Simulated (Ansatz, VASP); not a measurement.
ReCl in VASP and in Ansatz

```xyz
2
Lattice="2.8561 0.0000 0.0000 -1.4280 2.4734 0.0000 0.0000 0.0000 4.3524" Properties=species:S:1:pos:R:3 pbc="T T T"
Re    0.0000    0.0000    0.0000
Cl    1.4280    0.8245    2.1762
```

Alike in both runs: functional PBE; k mesh 11 × 11 × 10; no spin polarisation.

Ansatz relaxed the structure, and its values are those at the end. VASP's run is a single point on that final structure, the one shown.

|  | VASP | Ansatz |
| --- | --- | --- |
| version | VASP 6.6.1 | Ansatz 0.2.0 |
| potentials or method | VASP PAW PBE potentials, release 64 (Re, Cl) | PAW plane waves |
| plane-wave cutoff (eV) | 520 | 420 |
| occupations | fermi-dirac, width 0.1 eV | fermi-dirac |
| valence electrons in the cell | 14 | 22 |

|  | VASP | Ansatz | Ansatz less VASP |
| --- | --- | --- | --- |
| pressure (GPa) | -0.1 | 0.0 | +0.06 |

The two sets of potentials don't hold the same shells in valence. Ansatz warned: «structure_snapped_to_symmetry».

The runs have no spin-orbit coupling, so splittings on Re are missing.
